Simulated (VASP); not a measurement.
Given:

```yaml
crystal:
  lattice:
    - [1.59329, -2.75967, 0.00000]
    - [1.59329, 2.75967, 0.00000]
    - [0.00000, 0.00000, 13.80418]
  atoms:
    - { symbol: W, position: [0.33333, 0.66667, 0.25000] }
    - { symbol: W, position: [0.66667, 0.33333, 0.75000] }
    - { symbol: S, position: [0.33333, 0.66667, 0.86385] }
    - { symbol: S, position: [0.66667, 0.33333, 0.36385] }
    - { symbol: S, position: [0.66667, 0.33333, 0.13615] }
    - { symbol: S, position: [0.33333, 0.66667, 0.63615] }
```

The numbers are results of PBE GGA, VASP's PBE PAW potentials (set 64) (plane waves; VASP 6.6.1), not measurements. Settings: 520 eV cut-off, 9×9×2 Γ-centred mesh, tetrahedra with Blöchl corrections, potentials W_sv S.

The cores are frozen, which limits the accuracy of field gradients. Without a dispersion term in the relaxation, distances and binding between the weakly bound layers, chains or molecules are unreliable, and so is what depends on them.

Give the principal components of the electric field gradient (V/Å²) and the asymmetry η at each nucleus.

| atom | Vxx | Vyy | Vzz | η |
|---|---|---|---|---|
| W1 | 76.3 | 76.3 | -152.7 | 0.00 |
| W2 | 76.3 | 76.3 | -152.7 | 0.00 |
| S3 | 23.3 | 23.3 | -46.6 | 0.00 |
| S4 | 23.3 | 23.3 | -46.6 | 0.00 |
| S5 | 23.3 | 23.3 | -46.6 | 0.00 |
| S6 | 23.3 | 23.3 | -46.6 | 0.00 |

The compound is WS2 in the 2H layered structure. It was relaxed first, which changed the volume by +15 %.
